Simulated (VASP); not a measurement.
An input for Quantum ESPRESSO's pw.x (written as the equivalent of a VASP run, and not itself run):

```
&CONTROL
  calculation = 'scf'
  pseudo_dir = './pseudo'
  outdir = './out'
  tprnfor = .true.
  tstress = .true.
/
&SYSTEM
  ibrav = 0
  nat = 3
  ntyp = 2
  ecutwfc = 86
  occupations = 'tetrahedra'
  input_dft = 'vdw-df2-b86r'
/
&ELECTRONS
  conv_thr = 7.3e-09
  electron_maxstep = 100
/
ATOMIC_SPECIES
  Ti 47.867 Ti.upf
  Se 78.971 Se.upf
CELL_PARAMETERS angstrom
     1.7610698   -3.0502625    0.0000000
     1.7610698    3.0502625    0.0000000
     0.0000000    0.0000000    5.9908884
ATOMIC_POSITIONS crystal
  Ti   0.0000000  0.0000000  0.0000000
  Se   0.3333330  0.6666670  0.2580640
  Se   0.6666670  0.3333330  0.7419360
K_POINTS automatic
  11 11 6 0 0 0
```

**Question.** Translate this input to VASP (INCAR, KPOINTS, POSCAR, choice of POTCAR).

**Answer.** Several could match; the one computed here: 
File POSCAR:
```
TiSe2
1
    1.7610698367    -3.0502625022     0.0000000000
    1.7610698367     3.0502625022     0.0000000000
    0.0000000000     0.0000000000     5.9908883662
Ti Se
1 2
Direct
  0.0000000000   0.0000000000   0.0000000000
  0.3333330000   0.6666670000   0.2580639667
  0.6666670000   0.3333330000   0.7419360333
```

**INCAR**
```
ENCUT  =  520   ! plane-wave cut-off (eV)
ISMEAR  =  -5   ! tetrahedra, Bloechl
LCHARG  =  .True.
PARAM2  =  0.7114
LWAVE  =  .False.
PREC  =  Accurate
NEDOS  =  601   ! DOS grid
LORBIT  =  11
GGA  =  MK
NELM  =  100
LMAXMIX  =  4   ! l cut-off of mixed one-centre charges
LEFG  =  .True.
ZAB_VDW  =  -1.8867
EDIFF  =  1E-7   ! SCF stop (eV)
LUSE_VDW  =  .True.
PARAM1  =  0.1234568
LASPH  =  .True.
AGGAC  =  0.0
ISIF  =  2
ALGO  =  Normal   ! blocked Davidson
SYSTEM  =  TiSe2
LREAL  =  .False.   ! projection in real space or not
```

**KPOINTS**
```
Automatic mesh
0
Gamma
 11 11 6
```

POTCAR, in this order: Ti_sv Se (PBE.64 set). Program: vasp_std.

Limits of the translation: the potentials are each code's own (VASP's PAW set, PseudoDojo norm-conserving files in pw.x), so ENCUT and ecutwfc are chosen apart and not converted; conv_thr bounds pw.x's estimated SCF error, while EDIFF bounds the energy change between steps; the field gradients of LEFG aren't asked of the other code.

The compound is TiSe2 in the 1T layered structure. It was relaxed first.
